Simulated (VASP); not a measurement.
```
PbSnO3
1.0
    4.04069     0.00000     0.00000
    0.00000     4.04069     0.00000
    0.00000     0.00000     4.04069
Sn Pb O
1 1 3
Direct
  0.50000   0.50000   0.50000
  0.00000   0.00000   0.00000
  0.50000   0.50000   0.00000
  0.00000   0.50000   0.50000
  0.50000   0.00000   0.50000
```

All values below come from LDA (Ceperley-Alder, Perdew-Zunger), VASP's LDA PAW potentials (set 64) (plane waves; VASP). Run with 520 eV cut-off, 5×5×5 Γ-centred mesh, Gaussian smearing of 0.050 eV, potentials Sn_d Pb_d O.

Estimate the energy per atom (σ→0).

The energy per atom (σ→0) is -6.598 eV/atom.

Total energies compare only between runs with the same potentials, cut-off and functional.

The structure comes from a computed database's SnPbO3 entry (Pm-3m); how it stands against other phases isn't given here. It was relaxed first, which changed the volume by -6 %. The start is the result of an earlier pass.
